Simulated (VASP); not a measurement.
Method: PBEsol GGA, VASP's PBE PAW potentials (set 64) (plane waves; VASP 6.6.1).

The input files of a VASP run:

POSCAR:
```
NbAs
1.0
  3.6790000000   0.0000000000   0.0000000000
  0.0000000000   3.6790000000   0.0000000000
  0.0000000000   0.0000000000   3.6790000000
Nb As
1 1
Cart
  0.0000000000   0.0000000000   0.0000000000
  1.8395000000   1.8395000000   1.8395000000
```

**INCAR**
```
PREC = Accurate
LREAL = F   # projection in real space or not
LASPH = T   # aspherical one-centre terms
NSW = 60   # most ionic steps
NELM = 100
EDIFF = 1E-6
ALGO = Normal
LCHARG = F
EDIFFG = -0.01   # ionic stop
SYSTEM = NbAs
ISMEAR = 1   # Methfessel-Paxton
SIGMA = 0.1   # width (eV)
LWAVE = F
IBRION = 2
ENCUT = 400
ISIF = 3   # ions, shape and volume
LMAXMIX = 4   # l cut-off of mixed one-centre charges
GGA = PS
```

### KPOINTS
```
kpoints
0
gamma
9 9 9
0 0 0
```

POTCAR, in this order: Nb_sv As (PBE.64 set). Program: vasp_std.

The resulting files:

**OSZICAR**
```
       N       E                     dE             d eps       ncg     rms          rms(c)
DAV:   1     0.109065820070E+03    0.10907E+03   -0.79797E+03   918   0.105E+03
DAV:   2    -0.100641904478E+02   -0.11913E+03   -0.11651E+03  1140   0.339E+02
DAV:   3    -0.161028287959E+02   -0.60386E+01   -0.59647E+01  1484   0.630E+01
DAV:   4    -0.163389618454E+02   -0.23613E+00   -0.23496E+00  1345   0.123E+01
DAV:   5    -0.163479899653E+02   -0.90281E-02   -0.90214E-02  1546   0.198E+00    0.634E+00
DAV:   6    -0.148536042583E+02    0.14944E+01   -0.81610E+00  1619   0.203E+01    0.266E+00
DAV:   7    -0.146615403301E+02    0.19206E+00   -0.13159E+00  1426   0.738E+00    0.110E+00
DAV:   8    -0.146415186784E+02    0.20022E-01   -0.18628E-01  1285   0.327E+00    0.475E-01
DAV:   9    -0.146371040806E+02    0.44146E-02   -0.38284E-02  1446   0.160E+00    0.176E-01
DAV:  10    -0.146363871139E+02    0.71697E-03   -0.35674E-03  1362   0.383E-01    0.315E-02
DAV:  11    -0.146363782938E+02    0.88200E-05   -0.32556E-04  1375   0.137E-01    0.235E-02
DAV:  12    -0.146363720040E+02    0.62898E-05   -0.63109E-05  1438   0.592E-02    0.770E-03
DAV:  13    -0.146363701859E+02    0.18180E-05   -0.66933E-06  1304   0.216E-02    0.208E-03
DAV:  14    -0.146363702439E+02   -0.57926E-07   -0.41273E-07   668   0.510E-03
   1 F= -.14636370E+02 E0= -.14637237E+02  d E =-.146364E+02
       N       E                     dE             d eps       ncg     rms          rms(c)
DAV:   1    -0.994681970397E+02   -0.84832E+02   -0.26317E+03   945   0.677E+02    0.900E+01
DAV:   2    -0.268542154318E+02    0.72614E+02   -0.12145E+02  1111   0.167E+02    0.275E+01
DAV:   3    -0.140007615593E+02    0.12853E+02   -0.58884E+01  1536   0.949E+01    0.249E+01
DAV:   4    -0.157131206301E+02   -0.17124E+01   -0.14669E+01  1518   0.375E+01    0.676E+00
DAV:   5    -0.143577766225E+02    0.13553E+01   -0.59317E+00  1561   0.316E+01    0.649E+00
DAV:   6    -0.145936138737E+02   -0.23584E+00   -0.49582E-01  1696   0.679E+00    0.404E+00
DAV:   7    -0.146452348012E+02   -0.51621E-01   -0.35179E-01  1377   0.463E+00    0.819E-01
DAV:   8    -0.146425040564E+02    0.27307E-02   -0.20033E-02  1292   0.179E+00    0.322E-01
DAV:   9    -0.146422163168E+02    0.28774E-03   -0.22010E-03  1563   0.464E-01    0.969E-02
DAV:  10    -0.146421834237E+02    0.32893E-04   -0.12790E-04  1309   0.170E-01    0.224E-02
DAV:  11    -0.146421796194E+02    0.38043E-05   -0.13652E-05  1369   0.427E-02    0.806E-03
DAV:  12    -0.146421796438E+02   -0.24452E-07   -0.32978E-06   951   0.242E-02
   2 F= -.14642180E+02 E0= -.14641736E+02  d E =-.580940E-02
       N       E                     dE             d eps       ncg     rms          rms(c)
DAV:   1    -0.321480258048E+02   -0.17506E+02   -0.48843E+02  1035   0.328E+02    0.272E+01
DAV:   2    -0.212082022804E+02    0.10940E+02   -0.12468E+02  1562   0.130E+02    0.204E+01
DAV:   3    -0.172313823883E+02    0.39768E+01   -0.88539E+00  1276   0.203E+01    0.998E+00
DAV:   4    -0.167301414484E+02    0.50124E+00   -0.50331E+00  1341   0.136E+01    0.373E+00
DAV:   5    -0.170210269921E+02   -0.29089E+00   -0.64431E-01  1561   0.784E+00    0.143E+00
DAV:   6    -0.170583482788E+02   -0.37321E-01   -0.13300E-01  1486   0.297E+00    0.846E-01
DAV:   7    -0.170783504862E+02   -0.20002E-01   -0.63168E-02  1584   0.231E+00    0.321E-01
DAV:   8    -0.170778293899E+02    0.52110E-03   -0.83574E-03  1069   0.105E+00    0.276E-01
DAV:   9    -0.170789910546E+02   -0.11617E-02   -0.17132E-03  1371   0.435E-01    0.759E-02
DAV:  10    -0.170790147086E+02   -0.23654E-04   -0.12989E-04  1401   0.114E-01    0.158E-02
DAV:  11    -0.170790134199E+02    0.12887E-05   -0.37373E-06  1153   0.217E-02    0.678E-03
DAV:  12    -0.170790128451E+02    0.57479E-06   -0.94229E-07   675   0.122E-02
   3 F= -.17079013E+02 E0= -.17078667E+02  d E =-.244264E+01
       N       E                     dE             d eps       ncg     rms          rms(c)
DAV:   1    -0.171357487792E+02   -0.56735E-01   -0.13987E+00   978   0.171E+01    0.159E+00
DAV:   2    -0.170961215207E+02    0.39627E-01   -0.14641E-01  1242   0.519E+00    0.547E-01
DAV:   3    -0.170899012871E+02    0.62202E-02   -0.18346E-02  1523   0.121E+00    0.174E-01
DAV:   4    -0.170900748670E+02   -0.17358E-03   -0.40175E-03  1582   0.510E-01    0.143E-01
DAV:   5    -0.170907365799E+02   -0.66171E-03   -0.13457E-03  1717   0.285E-01    0.327E-02
DAV:   6    -0.170907630362E+02   -0.26456E-04   -0.12669E-04  1231   0.883E-02    0.132E-02
DAV:   7    -0.170907602110E+02    0.28253E-05   -0.21616E-05  1537   0.542E-02    0.636E-03
DAV:   8    -0.170907600113E+02    0.19971E-06   -0.12689E-06   749   0.141E-02
   4 F= -.17090760E+02 E0= -.17090382E+02  d E =-.245439E+01
       N       E                     dE             d eps       ncg     rms          rms(c)
DAV:   1    -0.171066801916E+02   -0.15920E-01   -0.44107E-01   991   0.964E+00    0.897E-01
DAV:   2    -0.170942679651E+02    0.12412E-01   -0.47929E-02  1263   0.295E+00    0.311E-01
DAV:   3    -0.170922601864E+02    0.20078E-02   -0.54947E-03  1518   0.655E-01    0.972E-02
DAV:   4    -0.170922896902E+02   -0.29504E-04   -0.13983E-03  1558   0.308E-01    0.814E-02
DAV:   5    -0.170924955244E+02   -0.20583E-03   -0.34012E-04  1685   0.144E-01    0.208E-02
DAV:   6    -0.170925150560E+02   -0.19532E-04   -0.66416E-05  1608   0.597E-02    0.509E-03
DAV:   7    -0.170925143721E+02    0.68392E-06   -0.40036E-06  1114   0.219E-02
   5 F= -.17092514E+02 E0= -.17092124E+02  d E =-.245614E+01
```

OUTCAR:
```
------------------------ aborting loop because EDIFF is reached ----------------------------------------
  FORCE on cell =-STRESS in cart. coord.  units (eV):
  Direction    XX          YY          ZZ          XY          YZ          ZX
  --------------------------------------------------------------------------------------
  Total        0.0034136      0.0034136      0.0034136      0.0000000      0.0000000      0.0000000
  in kB        0.1699251      0.1699251      0.1699251      0.0000000      0.0000000      0.0000000
  external PRESSURE =       0.1699251 kB  Pullay stress =       0.0000000 kB
  volume of cell :       32.19
      direct lattice vectors                 reciprocal lattice vectors
     3.180953449  0.000000000 -0.000000000     0.314371152  0.000000000 -0.000000000
    -0.000000000  3.180953449  0.000000000    -0.000000000  0.314371152 -0.000000000
     0.000000000  0.000000000  3.180953449     0.000000000 -0.000000000  0.314371152
 POSITION                                       TOTAL-FORCE (eV/Angst)
 -----------------------------------------------------------------------------------
      0.00000      0.00000      0.00000         0.000000      0.000000      0.000000
      1.59048      1.59048      1.59048        -0.000000     -0.000000      0.000000
 -----------------------------------------------------------------------------------
    total drift:                                0.000000      0.000000      0.000000
  FREE ENERGIE OF THE ION-ELECTRON SYSTEM (eV)
  ---------------------------------------------------
  free  energy   TOTEN  =       -17.0925143721 eV

  energy  without entropy=      -17.0913422278  energy(sigma->0) =      -17.09212366

 reached required accuracy - stopping structural energy minimisation
```
(Selected blocks of OUTCAR.)

CONTCAR:
```
NbAs
   1.00000000000000
     3.1809534488047002    0.0000000000000000   -0.0000000000000000
    -0.0000000000000000    3.1809534488047002    0.0000000000000000
     0.0000000000000000    0.0000000000000000    3.1809534488047002
  Nb              As
     1     1
Direct
     0.0000000000000000    0.0000000000000000    0.0000000000000000
     0.5000000000000000    0.5000000000000000    0.5000000000000000
```

Energy and stress use the plane-wave basis of the starting cell.

The structure was generated: NbAs was put into the CsCl type type (Pm-3m), which need not be its known phase. This run relaxes it. Symmetry was kept, so distortions that lower it aren't found.
